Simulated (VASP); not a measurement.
Calculation: PBE GGA, VASP's PBE PAW potentials (set 64) (plane waves; VASP 6.6.1).

Input for VASP

**POSCAR**
```
BRh
1
   -1.3832360000     1.3832360000     4.6829550000
    1.3832360000    -1.3832360000     4.6829550000
    1.3832360000     1.3832360000    -4.6829550000
Rh B
2 2
Direct
  0.7500000000   0.7500000000   0.0000000000
  0.5000000000   0.0000000000   0.5000000000
  0.1660000000   0.1660000000   0.0000000000
  0.9160000000   0.4160000000   0.5000000000
```

**INCAR**
```
LMAXMIX = 4   ! l cut-off of mixed one-centre charges
EDIFF = 1E-8   ! SCF stop (eV)
ISMEAR = 1   ! Methfessel-Paxton
PREC = Accurate
ENCUT = 520
NELM = 100   ! most electronic steps
ISIF = 2   ! forces and stress, cell fixed
ALGO = Normal   ! blocked Davidson
LREAL = .False.
GGA = PE   ! PBE
LWAVE = .False.
SYSTEM = BRh
LCHARG = .False.
LASPH = .True.   ! aspherical one-centre terms
SIGMA = 0.1
```

File KPOINTS:
```
Automatic mesh
0
Gamma
14 14 14
0 0 0
```

POTCAR, in this order: Rh_pv B (PBE.64 set). Program: vasp_std.

What VASP printed:

**OSZICAR**
```
       N       E                     dE             d eps       ncg     rms          rms(c)
DAV:   1     0.377602183890E+03    0.37760E+03   -0.22341E+04 10752   0.184E+03
DAV:   2    -0.187654630289E+02   -0.39637E+03   -0.38897E+03 11606   0.530E+02
DAV:   3    -0.311766838459E+02   -0.12411E+02   -0.12241E+02 12706   0.956E+01
DAV:   4    -0.313228214581E+02   -0.14614E+00   -0.14585E+00 12032   0.104E+01
DAV:   5    -0.313246275127E+02   -0.18061E-02   -0.18058E-02 12952   0.113E+00    0.347E+01
DAV:   6    -0.286204641208E+02    0.27042E+01   -0.25696E+01 11830   0.443E+01    0.780E+00
DAV:   7    -0.281017512717E+02    0.51871E+00   -0.39329E+00 11330   0.196E+01    0.801E+00
DAV:   8    -0.280706076635E+02    0.31144E-01   -0.71938E-02 13244   0.225E+00    0.143E+00
DAV:   9    -0.280647345948E+02    0.58731E-02   -0.30437E-02 11826   0.150E+00    0.799E-02
DAV:  10    -0.280646796820E+02    0.54913E-04   -0.78814E-04 12710   0.248E-01    0.274E-02
DAV:  11    -0.280646723872E+02    0.72948E-05   -0.24195E-05 12124   0.444E-02    0.920E-03
DAV:  12    -0.280646712646E+02    0.11226E-05   -0.19171E-06 12672   0.113E-02    0.532E-03
DAV:  13    -0.280646714504E+02   -0.18579E-06   -0.12387E-07 11852   0.346E-03    0.145E-03
DAV:  14    -0.280646714196E+02    0.30829E-07   -0.30416E-08 12174   0.123E-03    0.162E-04
DAV:  15    -0.280646714173E+02    0.23138E-08   -0.62490E-10  7360   0.247E-04
   1 F= -.28064671E+02 E0= -.28064652E+02  d E =-.594363E-04
```

### OUTCAR
```
------------------------ aborting loop because EDIFF is reached ----------------------------------------
  FORCE on cell =-STRESS in cart. coord.  units (eV):
  Direction    XX          YY          ZZ          XY          YZ          ZX
  --------------------------------------------------------------------------------------
  Total       11.1578901     11.1578901     15.7142396      0.0000000      0.0000000      0.0000000
  in kB      498.7927349    498.7927349    702.4758673      0.0000000      0.0000000      0.0000000
  external PRESSURE =     566.6871124 kB  Pullay stress =       0.0000000 kB
  volume of cell :       35.84
      direct lattice vectors                 reciprocal lattice vectors
    -1.383236000  1.383236000  4.682955000     0.000000000  0.361471217  0.106770191
     1.383236000 -1.383236000  4.682955000     0.361471217  0.000000000  0.106770191
     1.383236000  1.383236000 -4.682955000     0.361471217  0.361471217  0.000000000
 POSITION                                       TOTAL-FORCE (eV/Angst)
 -----------------------------------------------------------------------------------
      0.00000      0.00000      7.02443        -0.000000     -0.000000      0.013668
      0.00000      1.38324      0.00000        -0.000000     -0.000000      0.013668
      0.00000      0.00000      1.55474         0.000000      0.000000     -0.013668
      0.00000      1.38324      3.89622        -0.000000     -0.000000     -0.013668
 -----------------------------------------------------------------------------------
    total drift:                                0.000000      0.000000     -0.000104
  FREE ENERGIE OF THE ION-ELECTRON SYSTEM (eV)
  ---------------------------------------------------
  free  energy   TOTEN  =       -28.0646714173 eV

  energy  without entropy=      -28.0646119810  energy(sigma->0) =      -28.06465161
```
(Selected blocks of OUTCAR.)

The structure was generated: BRh was put into the NbAs type (I4_1md), which need not be its known phase. The cell was not relaxed at this level. The run is one of a series of settings (EDIFF = 1E-8 against the base run), some of them coarse on purpose.
